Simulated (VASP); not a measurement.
Calculation: PBE GGA, VASP's PBE PAW potentials (set 64) (plane waves; VASP).

Input for VASP

### INCAR
```
# general
SYSTEM  = CsPbBr3
PREC    = Accurate
ENCUT   = 400
LREAL   = .FALSE.   # projection in real space or not
LASPH   = .TRUE.   # aspherical one-centre terms
ICHARG  = 11

# electronic loop
EDIFF   = 1E-7   # SCF stop (eV)
NELM    = 100
ALGO    = Normal
LMAXMIX = 4   # l cut-off of mixed one-centre charges

# smearing
ISMEAR  = 0   # Gaussian
SIGMA   = 0.05   # width (eV)

# functional
GGA     = PE

# output
LWAVE   = .FALSE.
LCHARG  = .FALSE.
LORBIT  = 11   # lm-projected
```

File POSCAR:
```
CsPbBr3
1
    6.0051781491    -0.0000000000    -0.0000000000
   -0.0000000000     6.0051781491    -0.0000000000
    0.0000000000    -0.0000000000     6.0051781491
Cs Pb Br
1 1 3
Direct
  0.0000000000   0.0000000000   0.0000000000
  0.5000000000   0.5000000000   0.5000000000
  0.5000000000   0.0000000000   0.5000000000
  0.0000000000   0.5000000000   0.5000000000
  0.5000000000   0.5000000000   0.0000000000
```

**KPOINTS**
```
k-points along high-symmetry lines
15
Line-mode
Reciprocal
  0.000000   0.000000   0.000000 ! GAMMA
  0.000000   0.500000   0.000000 ! X

  0.000000   0.500000   0.000000 ! X
  0.500000   0.500000   0.000000 ! M

  0.500000   0.500000   0.000000 ! M
  0.000000   0.000000   0.000000 ! GAMMA

  0.000000   0.000000   0.000000 ! GAMMA
  0.500000   0.500000   0.500000 ! R

  0.500000   0.500000   0.500000 ! R
  0.000000   0.500000   0.000000 ! X

  0.500000   0.500000   0.500000 ! R
  0.500000   0.500000   0.000000 ! M
```

POTCAR, in this order: Cs_sv Pb_d Br (PBE.64 set). Program: vasp_std. Read from the step before: CHGCAR.

Output of the run:

OUTCAR:
```
 ion  position               nearest neighbor table
   1  0.000  0.000  0.000-
   2  0.500  0.500  0.500-   3 3.00   4 3.00   5 3.00   5 3.00   3 3.00   4 3.00
   3  0.500  0.000  0.500-   2 3.00   2 3.00
   4  0.000  0.500  0.500-   2 3.00   2 3.00
   5  0.500  0.500  0.000-   2 3.00   2 3.00
  LATTYP: Found a simple cubic cell.
 ALAT       =     6.0051781491
 Subroutine PRICEL returns:
 Original cell was already a primitive cell.
 Subroutine GETGRP returns: Found 48 space group operations
The static configuration has the point symmetry O_h .
The dynamic configuration has the point symmetry O_h .
 Subroutine INISYM returns: Found 48 space group operations
   k-points           NKPTS =     90   k-points in BZ     NKDIM =     90   number of bands    NBANDS=     26
   number of dos      NEDOS =    301   number of ions     NIONS =      5
   total plane-waves  NPLWV =  64000
   dimension x,y,z NGX =    40 NGY =   40 NGZ =   40
   dimension x,y,z NGXF=    80 NGYF=   80 NGZF=   80
   ions per type =               1   1   3
   PREC   = accura    normal or accurate (medium, high low for compatibility)
   ISTART =      0    job   : 0-new  1-cont  2-samecut
   ICHARG =     11    charge: 1-file 2-atom 10-const
   ISPIN  =      1    spin polarized calculation?
   LNONCOLLINEAR =      F non collinear calculations
...
```

**OSZICAR**
```
       N       E                     dE             d eps       ncg     rms          rms(c)
DAV:   1     0.359402529358E+03    0.35940E+03   -0.16401E+04  4680   0.122E+03
DAV:   2     0.260514838833E+02   -0.33335E+03   -0.32755E+03  5978   0.302E+02
DAV:   3    -0.139166019323E+02   -0.39968E+02   -0.39359E+02  5534   0.118E+02
DAV:   4    -0.153605776196E+02   -0.14440E+01   -0.14410E+01  5768   0.303E+01
DAV:   5    -0.154100324544E+02   -0.49455E-01   -0.49434E-01  5924   0.454E+00
DAV:   6    -0.154122716683E+02   -0.22392E-02   -0.22389E-02  6536   0.101E+00
DAV:   7    -0.154123346084E+02   -0.62940E-04   -0.62936E-04  6004   0.127E-01
DAV:   8    -0.154123371487E+02   -0.25402E-05   -0.25400E-05  7014   0.269E-02
DAV:   9    -0.154123371941E+02   -0.45475E-07   -0.45445E-07  4472   0.208E-03
   1 F= -.15412337E+02 E0= -.15412337E+02  d E =-.701790E-14
```

### OUTCAR
```
 val. band max:        0.5549371698   @ k =   0.5000   0.5000   0.5000

 cond. band min:       2.3390431826   @ k =   0.5000   0.5000   0.5000



 k-point     1 :       0.0000    0.0000    0.0000
  band No.  band energies     occupation
      1     -20.6496      2.00000
      2     -16.0862      2.00000
      3     -16.0862      2.00000
      4     -15.9805      2.00000
      5     -15.9805      2.00000
      6     -15.9805      2.00000
      7     -13.7029      2.00000
      8     -13.1381      2.00000
      9     -13.1381      2.00000
     10      -7.4318      2.00000
     11      -7.4318      2.00000
     12      -7.4318      2.00000
     13      -6.2707      2.00000
     14      -3.1891      2.00000
     15      -3.1891      2.00000
     16      -3.1891      2.00000
     17      -1.1606      2.00000
     18      -1.1606      2.00000
     19      -1.1606      2.00000
     20      -1.0727      2.00000
     21      -1.0727      2.00000
     22      -1.0727      2.00000
     23       3.8598      0.00000
     24       5.0644      0.00000
     25       5.0644      0.00000
     26       5.7952      0.00000

 k-point     2 :       0.0000    0.0357    0.0000
  band No.  band energies     occupation
      1     -20.6496      2.00000
      2     -16.0862      2.00000
      3     -16.0857      2.00000
      4     -15.9805      2.00000
      5     -15.9805      2.00000
      6     -15.9805      2.00000
      7     -13.7017      2.00000
      8     -13.1402      2.00000
      9     -13.1381      2.00000
     10      -7.4317      2.00000
     11      -7.4317      2.00000
     12      -7.4317      2.00000
     13      -6.2813      2.00000
     14      -3.1881      2.00000
     15      -3.1881      2.00000
     16      -3.1671      2.00000
     17      -1.1620      2.00000
     18      -1.1619      2.00000
     19      -1.1619      2.00000
     20      -1.0742      2.00000
     21      -1.0742      2.00000
     22      -1.0742      2.00000
     23       3.8716      0.00000
...
```

The density is held fixed in this step, so its total energy and stress have no physical meaning. Unless said otherwise, spin-orbit coupling is left out, though it shifts the bands of the heavy elements here.

The compound is CsPbBr3 in the cubic perovskite structure, the ideal cubic form; the compound distorts at low or room temperature. It was relaxed first, which changed the volume by +7 %.
